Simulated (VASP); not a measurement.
YbB2, 3 atoms in the cell. It takes space group P6/mmm (No. 191, hexagonal). Conventional cell: a = 3.250 Å, b = 3.250 Å, c = 3.732 Å, α = 90.00°, β = 90.00°, γ = 120.00°. Around Yb (site symmetry 6/mmm) lie 12 B at 2.65 Å. B (site symmetry -6m2) has 3 B at 1.88 Å as nearest neighbours. 

```yaml
Program: VASP 6.6.1
Task: single point
Functional: PBE
Potentials_or_basis: VASP PAW PBE potentials, release 64 (Yb, B)
Cutoff: 520 eV
k_mesh: 9 × 9 × 7
Occupations: fermi-dirac, width 0.05 eV
Spin: collinear spin, ferromagnetic start
Starting_moments: "[1.0, 0.0, 0.0] μB"
Further_INCAR_settings: ALGO = Normal; EDIFF = 1e-07; NBANDS = 26
```

Potentials or basis: VASP PAW PBE potentials, release 64 (Yb, B).

The run is started by

```console
$ cat potpaw_PBE.64/Yb/POTCAR potpaw_PBE.64/B/POTCAR > POTCAR
$ mpirun -np 1 vasp_std > vasp.out
```

Hardware: 1 thread of Intel(R) Xeon(R) Platinum 8375C CPU @ 2.90GHz (Ice Lake), with other jobs on the host.

Problem. Estimate the wall time of this run.

Solution. It took 7.2 min on 1 thread of Intel(R) Xeon(R) Platinum 8375C CPU @ 2.90GHz (Ice Lake) (shared host), peak memory 0.22 GiB. Counts: scf iterations 45, k points 48.
